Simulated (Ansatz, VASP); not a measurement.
## Cross-check of HC4 (C(110) slab, H on the bottom face) between VASP and Ansatz

Wanted: the spread between two codes on one cell, functional and k mesh. The cell is taken from a series of runs on this material, whose earlier steps may have relaxed, scaled, displaced or heated it; both programs get it as it stands.

Main program and level: Ansatz 0.2.0; plane waves, with VASP 6.6.1 beside it; single point at LDA.

## 1. The structure

The cell holds 150 atoms: 120 C and 30 H. Cell: a = 12.611 Å, b = 10.701 Å, c = 16.673 Å, α = 90.0°, β = 90.0°, γ = 90.0°. It derives from C (diamond-structure). As first built, before any earlier steps moved the atoms (in the runner's words): diamond-structure C (a = 3.567 A), (110) slab of 4 atomic planes, 5 x 3 surface cells, H on the broken bonds of the bottom face; displaced by a Gaussian of 0.02 A. Vacuum lies along c.

## 2. VASP: single point, LDA

A single point gives forces, pressure and levels at one fixed geometry, so differences don't come from the geometry; what else differs is listed under the comparison.

Lines of VASP's logs that name or quote its potential files are left out, and so is its time.

The input, INCAR:

```
SYSTEM = HC4
PREC = Accurate
ENCUT = 520
EDIFF = 1E-06
NELM = 120
ISMEAR = -1
SIGMA = 0.025
LREAL = Auto
ALGO = Normal
GGA = CA
NBANDS = 360
LORBIT = 11
LWAVE = .FALSE.
LCHARG = .FALSE.
ISIF = 2
LASPH = .TRUE.
GGA_COMPAT = .FALSE.
EFERMI = MIDGAP
```

The input, POSCAR:

```
HC4
1.0
   12.6112490000      0.0000000000      0.0000000000
    0.0000000000     10.7010000000      0.0000000000
    0.0000000000      0.0000000000     16.6733560000
C H
120 30
Direct
    0.9004660000      0.1654380000      0.4129340000
    0.9996070000      0.0851570000      0.4130340000
    0.0021690000      0.9997380000      0.4884900000
    0.8990230000      0.2541710000      0.4889730000
    0.9000980000      0.1640560000      0.5655130000
    0.0002140000      0.0867790000      0.5657280000
    0.9999610000      0.9898970000      0.6289240000
    0.9000720000      0.2602510000      0.6290800000
    0.0983220000      0.1698370000      0.4138570000
    0.2029720000      0.0842830000      0.4146350000
    0.2010510000      0.9983720000      0.4878740000
    0.0973970000      0.2482130000      0.4878280000
    0.0995610000      0.1629880000      0.5654080000
    0.2001430000      0.0863860000      0.5653510000
    0.2000090000      0.9893720000      0.6284560000
    0.0999760000      0.2601820000      0.6284910000
    0.8982370000      0.4974360000      0.4142910000
    0.9944840000      0.4175290000      0.4138700000
    0.9983220000      0.3364420000      0.4864250000
    0.8979290000      0.5831770000      0.4876580000
    0.8996610000      0.4970110000      0.5658250000
    0.9998630000      0.4208700000      0.5652250000
    0.0001260000      0.3238830000      0.6282710000
    0.8998970000      0.5936960000      0.6288820000
    0.3005100000      0.1680790000      0.4152570000
    0.4000350000      0.0824500000      0.4128600000
    0.4005720000      0.9994480000      0.4876840000
    0.3014090000      0.2503450000      0.4887920000
    0.3003510000      0.1629980000      0.5659170000
    0.4002000000      0.0867760000      0.5653730000
[... 114 atom lines left out ...]
    0.6997110000      0.5620740000      0.3572340000
    0.7999670000      0.3607180000      0.3602990000
    0.5012210000      0.8941100000      0.3588580000
    0.5979910000      0.6937260000      0.3602600000
    0.6992560000      0.8949180000      0.3609620000
    0.7997520000      0.6921860000      0.3592030000
```

The input, KPOINTS:

```
Automatic mesh
0
Gamma
1 1 1
0 0 0
```

The projector-augmented-wave data sets are C and H (LDA family, release 64).

Run with:

```
$ export OMP_NUM_THREADS=3
$ mpirun -np 1 vasp_gam
```

The log of the run:

```text
[banner, memory and clock lines left out]
running    1 mpi-ranks, on    1 nodes
[...]
Offloading initialized ...    1 GPUs detected
[...]
LDA part: xc-table for (Slater(with rela. corr.)+CA(PZ))
 , standard interpolation
 POSCAR, INCAR and KPOINTS ok, starting setup
[...]
entering main loop
       N       E                     dE             d eps       ncg     rms          rms(c)
DAV:   1     0.510954212392E+04    0.51095E+04   -0.25725E+05   736   0.129E+03
DAV:   2    -0.671912556949E+03   -0.57815E+04   -0.55053E+04  1064   0.323E+02
DAV:   3    -0.132769998572E+04   -0.65579E+03   -0.64833E+03   904   0.115E+02
DAV:   4    -0.135043360502E+04   -0.22734E+02   -0.22650E+02   960   0.246E+01
[...]
DAV:  25    -0.127417198292E+04   -0.47308E-05   -0.59411E-07   592   0.459E-04    0.242E-04
DAV:  26    -0.127417198538E+04   -0.24575E-05   -0.18330E-07   568   0.293E-04    0.115E-04
DAV:  27    -0.127417198582E+04   -0.44364E-06   -0.25981E-08   592   0.169E-04
   1 F= -.12741720E+04 E0= -.12741720E+04  d E =-.788208E-10
```

Parts of OUTCAR (step 2):

```text
  FREE ENERGIE OF THE ION-ELECTRON SYSTEM (eV)
  ---------------------------------------------------
  free  energy   TOTEN  =     -1274.1719858212 eV

  energy  without entropy=    -1274.1719858211  energy(sigma->0) =    -1274.17198582
```

## 3. Ansatz: single point, LDA

Ansatz runs on its default PAW (the set named soft_2) files.

The same cell, functional (in two slightly different forms), mesh and smearing now go to Ansatz, which takes its cutoff from its data sets.

The input, input.yaml:

```yaml
crystal:
  lattice:
    - [12.611249442462075, 0.0, 0.0]
    - [0.0, 10.701000000000002, 0.0]
    - [0.0, 0.0, 16.673356105949846]
  atoms:
    - { symbol: C, position: [0.9004663701283445, 0.16543811650922363, 0.4129338349801573] }
    - { symbol: C, position: [0.9996068359479694, 0.08515732455504221, 0.41303357510980665] }
    - { symbol: C, position: [0.002169162041519057, 0.999737650551266, 0.48849025205414387] }
    - { symbol: C, position: [0.8990233057415917, 0.2541708549316565, 0.48897276870931117] }
    - { symbol: C, position: [0.900097961009679, 0.1640557920154144, 0.5655129792374728] }
    - { symbol: C, position: [1.000214339676602, 0.08677858543567336, 0.565727759378532] }
    - { symbol: C, position: [-3.920638494181511e-05, -0.010103225818781038, 0.6289243555012157] }
    - { symbol: C, position: [0.9000715938480118, 0.26025085073422216, 0.6290799167968693] }
    - { symbol: C, position: [0.09832247350165976, 0.1698370080373716, 0.41385680641035716] }
    - { symbol: C, position: [0.20297245474296383, 0.08428266492571118, 0.4146351140778839] }
    - { symbol: C, position: [0.201050602162522, -0.0016277292929094732, 0.48787355970904017] }
    - { symbol: C, position: [0.09739737086009596, 0.2482134142308525, 0.48782825852252] }
    - { symbol: C, position: [0.09956085821968144, 0.16298842936465222, 0.5654081154012814] }
    - { symbol: C, position: [0.20014309862866086, 0.086386196643923, 0.5653509129983643] }
    - { symbol: C, position: [0.2000094966292701, 0.9893724045007595, 0.6284556016194024] }
    - { symbol: C, position: [0.09997597244510358, 0.2601817098879495, 0.6284911474627263] }
    - { symbol: C, position: [0.8982371572237343, 0.4974358712756511, 0.4142905142560419] }
    - { symbol: C, position: [0.9944840929137778, 0.41752923311906015, 0.41387024092242125] }
    - { symbol: C, position: [0.9983224695612084, 0.33644171896164937, 0.4864245607390513] }
    - { symbol: C, position: [0.8979286447175118, 0.5831768058640447, 0.487657811394027] }
    - { symbol: C, position: [0.8996608624418588, 0.49701117515050147, 0.5658246324562621] }
    - { symbol: C, position: [-0.00013677253251120555, 0.4208698879871295, 0.5652250219639164] }
    - { symbol: C, position: [1.0001260769095062, 0.32388279819475774, 0.628270952879153] }
    - { symbol: C, position: [0.899897092832316, 0.5936962400234662, 0.6288821585353483] }
    - { symbol: C, position: [0.3005101437425587, 0.16807850633298446, 0.4152565351112603] }
    - { symbol: C, position: [0.40003465763685536, 0.082450043250713, 0.41286011265397066] }
    - { symbol: C, position: [0.40057187056280186, -0.000551759954825561, 0.4876836161247694] }
    - { symbol: C, position: [0.30140899989566167, 0.25034499885357936, 0.4887922769979733] }
    - { symbol: C, position: [0.30035139265943483, 0.16299840392768025, 0.5659168856928011] }
    - { symbol: C, position: [0.40020042534870726, 0.08677574961599885, 0.5653725629354454] }
[... 114 atom lines left out ...]
    - { symbol: H, position: [0.699710597627252, 0.5620737108548954, 0.35723374975779904] }
    - { symbol: H, position: [0.7999665328339066, 0.3607178584634375, 0.3602991211426718] }
    - { symbol: H, position: [0.5012208999528875, 0.8941098983783338, 0.35885758427364517] }
    - { symbol: H, position: [0.5979914837318789, 0.6937256589165204, 0.3602599656814241] }
    - { symbol: H, position: [0.6992557059347416, 0.8949175066995035, 0.36096235890041384] }
    - { symbol: H, position: [0.799751840074172, 0.692185857879938, 0.3592030929991201] }
kpoints:
  mp_grid:
    grid: [1, 1, 1]
hamiltonian:
  xc: lda
  dispersion: none
scf:
  occupations:
    method: fermi_dirac
    width: 0.025
output:
  forces: true
  eigenvalues: true
```

Run with:

```
$ python study.py
```

## 4. Differences

Known differences besides the potentials themselves: the two LDA forms differ slightly; VASP's log shows a relativistic correction to its local exchange, Ansatz's none; Ansatz takes its cutoff from its data sets, VASP runs at 520 eV. Total energies have different zeros and are not compared.

Compared:

| quantity | Ansatz | VASP | difference |
| --- | --- | --- | --- |
| gap on the k mesh (eV) | 1.236 | 1.240 | -0.004 |

Forces on 10 of the 150 atoms, those with the largest forces and the largest differences (eV/Å; atoms numbered as in POSCAR):

| atom | Ansatz x, y, z | VASP x, y, z |
| --- | --- | --- |
| C8 | -0.004, 0.130, -0.325 | -0.002, 0.111, -0.263 |
| C16 | 0.008, 0.120, -0.286 | 0.004, 0.099, -0.228 |
| C26 | 0.410, 2.672, 1.782 | 0.412, 2.670, 1.767 |
| C34 | 0.402, 1.759, 3.221 | 0.409, 1.748, 3.203 |
| C41 | 1.653, -2.161, 2.107 | 1.671, -2.161, 2.097 |
| C57 | 0.019, -3.265, 0.413 | 0.019, -3.259, 0.402 |
| C58 | -0.137, 2.479, 1.913 | -0.140, 2.481, 1.899 |
| C74 | 0.027, 3.001, 1.841 | 0.024, 2.995, 1.819 |
| C95 | -0.005, -0.127, -0.289 | -0.007, -0.115, -0.228 |
| C106 | -0.869, 3.626, 1.827 | -0.880, 3.619, 1.807 |

The forces differ by 21 meV/Å r.m.s., which is 2.7 % of the r.m.s. force of 0.775 eV/Å (both taken over all components). A gap on the mesh is an upper bound, since the band edges may lie between its points. With vacuum in the cell, a pressure given here is an average over mostly empty space and none of the material.

## 5. Outcome

| Quantity | Value |
| --- | --- |
| r.m.s. force difference (single point, LDA) | 2.7 % of the r.m.s. force |

**Reading.** The r.m.s. force difference is 2.7 % of the r.m.s. force (single point, LDA), within the 3 % picked in this series as the mark of a large difference. How closely two codes agree says nothing of how well the functional describes the real material.

[Lines on the potential files, build, host, timing and source positions are cut from VASP's logs without a mark.]

[Logs are printed without paths, hosts, clocks, repeated set-up lines and the standing remarks that a program may print on its own settings, such as how far it seeks lower states.]

[Hosts, paths, dates, database ids (printed as entryN), source tags and the programs' standing remarks are cut or masked in the printed files.]
